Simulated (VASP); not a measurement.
Crystal: MoS2.

```
Mo S
1.0
     3.16100    0.00000    0.00000
    -1.58050    2.73751    0.00000
     0.00000    0.00000   13.77040
Mo S
2 4
Direct
  0.33333 0.66667 0.25000
  0.66667 0.33333 0.75000
  0.66667 0.33333 0.36365
  0.66667 0.33333 0.13635
  0.33333 0.66667 0.86365
  0.33333 0.66667 0.63635
```

The cell was built by a generator and needn't be a form met in nature.

Base run:

| Quantity | Value |
| --- | --- |
| Program | VASP 6.6.1 |
| Functional | optB88-vdW |
| Potentials or basis | VASP PAW PBE potentials, release 64 (Mo_sv, S) |
| Cutoff | 520 eV |
| k mesh | 8 × 8 × 2 |
| Occupations | fermi-dirac, width 0.05 eV |
| Spin | no spin polarisation |

Its results: band gap on the k mesh 1.48 eV, indirect (least direct gap 2.01 eV); pressure 2.4 GPa; largest force 0.367 eV/Å.

After a change of settings the same cell gave: band gap on the k mesh 1.52 eV, indirect (least direct gap 2.02 eV); pressure 1.7 GPa; largest force 0.083 eV/Å. Which change was it?
A. functional from optB88-vdW to PBE
B. functional from optB88-vdW to vdW-DF
C. functional from optB88-vdW to PBE; dispersion from none to D3(BJ)
D. functional from optB88-vdW to PBE; dispersion from none to TS

A.

Caveats: the PAW data sets were made with another functional, which shifts forces and pressure a little (some runs); this functional lacks dispersion, which binds the layers, so the pressure and a relaxed spacing across them are unreliable (some runs).
